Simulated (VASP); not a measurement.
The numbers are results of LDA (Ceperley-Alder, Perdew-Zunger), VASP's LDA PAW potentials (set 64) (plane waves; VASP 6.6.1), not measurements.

VASP ran on this input.

**POSCAR**
```
Tl3VSe4
1
   -3.9193700000     3.9193700000     3.9193700000
    3.9193700000    -3.9193700000     3.9193700000
    3.9193700000     3.9193700000    -3.9193700000
V Tl Se
1 3 4
Direct
  0.0000000000   0.0000000000   0.0000000000
  0.5000000000   0.5000000000   0.0000000000
  0.0000000000   0.5000000000   0.5000000000
  0.5000000000   0.0000000000   0.5000000000
  0.6637800000   0.6637800000   0.6637800000
  0.3362200000   0.0000000000   0.0000000000
  0.0000000000   0.0000000000   0.3362200000
  0.0000000000   0.3362200000   0.0000000000
```

### INCAR
```
# general
SYSTEM  = Tl3VSe4
PREC    = Accurate
ENCUT   = 300
LREAL   = .False.
LASPH   = .True.

# electronic loop
EDIFF   = 1E-6
NELM    = 100
ALGO    = Normal
LMAXMIX = 4

# smearing
ISMEAR  = -1
SIGMA   = 0.01

# ions
ISIF    = 2

# output
LWAVE   = .False.
LCHARG  = .False.
```

### KPOINTS
```
Automatic mesh
0
Gamma
3 3 3
0 0 0
```

POTCAR, in this order: V_sv Tl_d Se (LDA.64 set). Program: vasp_std.

Task: What will the output report for the number of irreducible k-points (NKPTS), largest plane-wave count, number of space-group operations, FFT grid (NGX, NGY, NGZ)?

Result: 
```json
{
 "number of irreducible k-points (NKPTS)": "4",
 "largest_plane_wave_count": "2899",
 "number_of_space_group_operations": "24",
 "FFT grid (NGX, NGY, NGZ)": "40 × 40 × 40"
}
```

The structure comes from a computed database's Tl3VSe4 entry (I-43m); how it stands against other phases isn't given here. The cell was not relaxed at this level. The run is not spin-polarised, so no magnetic state was tried.
